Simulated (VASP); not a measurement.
Computed with PBE GGA with spin-orbit coupling, VASP's PBE PAW potentials (set 64) (plane waves; VASP).

The input files of a VASP run:

INCAR:
```
! general
SYSTEM     = GaN
PREC       = Accurate
ENCUT      = 520   ! plane-wave cut-off (eV)
LREAL      = .False.
LASPH      = .True.   ! aspherical one-centre terms

! electronic loop
EDIFF      = 1E-6   ! SCF stop (eV)
NELM       = 100   ! most electronic steps
ALGO       = Normal   ! blocked Davidson
LMAXMIX    = 4   ! l cut-off of mixed one-centre charges

! smearing
ISMEAR     = 0   ! Gaussian
SIGMA      = 0.05   ! width (eV)

! functional
GGA        = PE
GGA_COMPAT = .False.

! spin
MAGMOM     = 0 0 0 0 0 0
LSORBIT    = .True.

! ions
ISIF       = 2

! output
LWAVE      = .False.
LCHARG     = .False.
```

File POSCAR:
```
GaN
3.2600450
  0.0000000000   0.7071068037   0.7071068037
  0.7071068037   0.0000000000   0.7071068037
  0.7071068037   0.7071068037   0.0000000000
Ga N
1 1
Direct
  0.0000000000   0.0000000000   0.0000000000
  0.2500000000   0.2500000000   0.2500000000
```

File KPOINTS:
```
Automatic mesh
0
Gamma
8 8 8
0 0 0
```

POTCAR, in this order: Ga_d N (PBE.64 set). Program: vasp_ncl.

Output of the run:

File OSZICAR:
```
       N       E                     dE             d eps       ncg     rms          rms(c)
DAV:   1     0.134289319112E+03    0.13429E+03   -0.89936E+03  2496   0.247E+03
DAV:   2     0.361502923967E+01   -0.13067E+03   -0.12328E+03  2484   0.471E+02
DAV:   3    -0.134321062352E+02   -0.17047E+02   -0.16797E+02  2640   0.140E+02
DAV:   4    -0.140236641754E+02   -0.59156E+00   -0.58893E+00  2650   0.279E+01
DAV:   5    -0.140371447356E+02   -0.13481E-01   -0.13463E-01  2640   0.409E+00    0.749E+00
DAV:   6    -0.121143026225E+02    0.19228E+01   -0.48014E+00  3654   0.466E+01    0.237E+00
DAV:   7    -0.121485712549E+02   -0.34269E-01   -0.58498E-01  2340   0.907E+00    0.182E+00
DAV:   8    -0.121543459875E+02   -0.57747E-02   -0.12431E-01  3610   0.541E+00    0.122E+00
DAV:   9    -0.121387704570E+02    0.15576E-01   -0.39966E-02  3620   0.451E+00    0.319E-01
DAV:  10    -0.121394164266E+02   -0.64597E-03   -0.41743E-03  2728   0.907E-01    0.196E-01
DAV:  11    -0.121393234900E+02    0.92937E-04   -0.59172E-04  3298   0.720E-01    0.861E-02
DAV:  12    -0.121393264487E+02   -0.29587E-05   -0.90433E-05  2554   0.111E-01    0.530E-02
DAV:  13    -0.121393359254E+02   -0.94767E-05   -0.10698E-05  3190   0.347E-02    0.747E-02
DAV:  14    -0.121393207483E+02    0.15177E-04   -0.36072E-05  3550   0.120E-01    0.186E-02
DAV:  15    -0.121393205146E+02    0.23375E-06   -0.92470E-06  2528   0.283E-02
   1 F= -.12139321E+02 E0= -.12139321E+02  d E =-.917805E-19  mag=    -0.0000    -0.0000     0.0000
```

**OUTCAR**
```
------------------------ aborting loop because EDIFF is reached ----------------------------------------
  FORCE on cell =-STRESS in cart. coord.  units (eV):
  Direction    XX          YY          ZZ          XY          YZ          ZX
  --------------------------------------------------------------------------------------
  Total       -0.9727524     -0.9727524     -0.9727524      0.0000000      0.0000000      0.0000000
  in kB      -63.6146400    -63.6146400    -63.6146400      0.0000000      0.0000000      0.0000000
  external PRESSURE =     -63.6146400 kB  Pullay stress =       0.0000000 kB
  volume of cell :       24.50
      direct lattice vectors                 reciprocal lattice vectors
     0.000000000  2.305200000  2.305200000    -0.216900920  0.216900920  0.216900920
     2.305200000  0.000000000  2.305200000     0.216900920 -0.216900920  0.216900920
     2.305200000  2.305200000  0.000000000     0.216900920  0.216900920 -0.216900920
  FREE ENERGIE OF THE ION-ELECTRON SYSTEM (eV)
  ---------------------------------------------------
  free  energy   TOTEN  =       -12.1393205146 eV

  energy  without entropy=      -12.1393205146  energy(sigma->0) =      -12.13932051

 Ion:    1  E_soc:     -0.0104093

 Ion:    2  E_soc:     -0.0000972
```
(Selected blocks of OUTCAR.)

The compound is GaN in the zinc blende structure, a metastable form; wurtzite is the usual one. The cell was not relaxed at this level.
